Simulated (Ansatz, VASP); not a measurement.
## HPbNO4 in VASP and in Ansatz

The input INCAR:

```
SYSTEM = HPbNO4
PREC     = Accurate       ! precision mode
ENCUT    = 520            ! plane-wave cutoff, eV
EDIFF    = 1E-7           ! SCF threshold, eV
ISMEAR   = -1             ! smearing method
SIGMA    = 0.05           ! smearing width, eV
LREAL    = .False.        ! projectors in reciprocal space
LASPH    = .True.         ! aspherical terms in the spheres
NELM     = 60             ! most SCF steps
ALGO     = Normal         ! electronic algorithm
ISIF     = 2              ! what is computed and relaxed
LWAVE    = .False.        ! write WAVECAR
LCHARG   = .False.        ! write CHGCAR
GGA      = PE             ! functional
NBANDS   = 57             ! bands
KPAR     = 4
```

The input KPOINTS:

```
regular mesh
0
Gamma
  7 5 4
  0 0 0
```

POSCAR

```
HPbNO4
1.0
    4.2012126735     -0.0008258864     -0.0114196636
    0.0041192358      6.5532759245      0.0546512473
    0.0284573939      3.2699696944      7.9019381970
H Pb N O
2 2 2 8
Direct
    0.9036600000      0.2182100000      0.4885100000
    0.4033700000      0.7817700000      0.5114200000
    0.3945500000      0.3086300000      0.7072500000
    0.8948900000      0.6913500000      0.2926600000
    0.6340900000      0.1999000000      0.2073000000
    0.1338600000      0.8001200000      0.7927500000
    0.9082900000      0.3286600000      0.5436900000
    0.5379200000      0.3907600000      0.1949700000
    0.5348300000      0.1127900000      0.1060200000
    0.8371800000      0.0888700000      0.3267200000
    0.4081700000      0.6713200000      0.4562400000
    0.0377400000      0.6092400000      0.8052000000
    0.0342900000      0.8873700000      0.8939700000
    0.3371600000      0.9110100000      0.6733000000
```

input.yaml

```yaml
crystal:
  lattice:
    - [4.2012126735, -0.0008258864, -0.0114196636]
    - [0.0041192358, 6.5532759245, 0.0546512473]
    - [0.0284573939, 3.2699696944, 7.901938197]
  atoms:
    - { symbol: H, position: [0.90366, 0.21821, 0.48851] }
    - { symbol: H, position: [0.40337, 0.78177, 0.51142] }
    - { symbol: Pb, position: [0.39455, 0.30863, 0.70725] }
    - { symbol: Pb, position: [0.89489, 0.69135, 0.29266] }
    - { symbol: "N", position: [0.63409, 0.1999, 0.2073] }
    - { symbol: "N", position: [0.13386, 0.80012, 0.79275] }
    - { symbol: O, position: [0.90829, 0.32866, 0.54369] }
    - { symbol: O, position: [0.53792, 0.39076, 0.19497] }
    - { symbol: O, position: [0.53483, 0.11279, 0.10602] }
    - { symbol: O, position: [0.83718, 0.08887, 0.32672] }
    - { symbol: O, position: [0.40817, 0.67132, 0.45624] }
    - { symbol: O, position: [0.03774, 0.60924, 0.8052] }
    - { symbol: O, position: [0.03429, 0.88737, 0.89397] }
    - { symbol: O, position: [0.33716, 0.91101, 0.6733] }
hamiltonian:
  xc: pbe
  pseudopotentials: { kind: paw }
kpoints:
  mp_grid: { grid: [7, 5, 4] }
scf:
  occupations: { method: fermi_dirac, width: 0.05 }
output:
  forces: true
  stress: true
  eigenvalues: true
```

Change from the starting cell: volume scaled by 1.06.

Alike in both runs: task single point; functional PBE; k mesh 7 × 5 × 4; occupations fermi-dirac, width 0.05 eV; no spin polarisation.

|  | VASP | Ansatz |
| --- | --- | --- |
| version | VASP 6.6.1 | Ansatz 0.2.0 |
| potentials or method | VASP PAW PBE potentials, release 64 (H, Pb_d, N, O) | Ansatz PAW |
| plane-wave cutoff (eV) | 520 | 420 |
| valence electrons in the cell | 88 | 88 |

```csv
,VASP,Ansatz,Ansatz less VASP
gap on the k mesh at the Fermi level (eV),3.18,3.21,+0.027
least direct gap on the mesh (eV),3.24,3.27,+0.026
pressure (GPa),-4.3,-4.8,-0.44
largest component of the traceless stress (GPa),1.53,1.93,+0.401
rms of the force components (eV/Å),0.448,0.564,+0.1164
```

Atom by atom the forces differ by 0.121 eV/Å (rms over components).

Caveats: spin-orbit coupling is left out, which as a rule narrows the gap of such compounds by several tenths of an eV; forces of over 1 eV/Å show positions far from the minimum, so gaps and moduli don't describe the material at rest; an odd mesh through Γ misses points on the zone boundary, where band edges often lie (VASP); odd divisions of the mesh miss points on the zone boundary, where band edges often lie, so the gap on the mesh can be too wide (Ansatz); the pressure holds a Pulay correction of +0.6 GPa for the finite cutoff (Ansatz).
